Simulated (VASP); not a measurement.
A convergence study with VASP on Cu₃Au (space group Pm-3m): one setting is varied, all else stays as given below, so the limit is that of these other settings.

```
AuCu3
1.0
    3.76875     0.00000     0.00000
    0.00000     3.76875     0.00000
    0.00000     0.00000     3.76875
Cu Au
3 1
Direct
  0.00000   0.50000   0.50000
  0.50000   0.00000   0.50000
  0.50000   0.50000   0.00000
  0.00000   0.00000   0.00000
```

These are PBE GGA, VASP's PBE PAW potentials (set 64) (plane waves; VASP) values and carry that method's errors. The tightest run used: 450 eV cut-off, 9×9×9 Γ-centred mesh, Fermi-Dirac smearing of 0.10 eV, potentials Cu Au.

```
setting      highest Γ mode (cm⁻¹)  plane waves
-----------  ---------------------  -----------
ENCUT = 150                  887.0          251
ENCUT = 180                  136.2          298
ENCUT = 210                  215.6          380
```

Question: These are the cheaper rows. Estimate the results at ENCUT = 450, and how far the last row shown lies from them.

Answer: 
| quantity | tightest run | last row shown is off by |
|---|---|---|
| highest Γ mode (cm⁻¹) | 209.3 | 6.2 |

Left out are rungs that failed or repeat a setting and relaxations that didn't move; long series are thinned to 24 rows.

The structure is a typed Cu3Au crystal (space group no. 221). The cell was not relaxed at this level.
